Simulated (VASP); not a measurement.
Consider the following.

```
Bi2Se3
1.0
    4.10365     0.00000     0.00000
   -2.05182     3.55387     0.00000
    0.00000     0.00000    22.92700
Bi Se
2 3
Cartesian
  0.00000   2.36924   9.54215
  0.00000   0.00000  13.38485
 -2.05182   3.55387   7.97238
  2.05183   1.18462  11.46350
  0.00000   2.36924  14.95462
```

Level of theory: PBEsol GGA, VASP's PBE PAW potentials (set 64) (plane waves; VASP). Numerical set-up: 400 eV cut-off, 7×7×1 Γ-centred mesh, tetrahedra with Blöchl corrections, potentials Bi_d Se.

The cell holds a wide vacuum, so values per volume refer to the whole cell. The cores are frozen, which limits the accuracy of field gradients.

Question: Give the principal components of the electric field gradient (V/Å²) and the asymmetry η at each nucleus.

Answer: 
```
atom    Vxx    Vyy    Vzz     η
----  -----  -----  -----  ----
Bi1    -1.4   -1.4    2.9  0.00
Bi2    -1.4   -1.4    2.9  0.00
Se3    14.2   14.2  -28.5  0.00
Se4   -38.0  -38.0   76.0  0.00
Se5    14.2   14.2  -28.5  0.00
```

The cell is a sheet with vacuum, built from a generated structure.
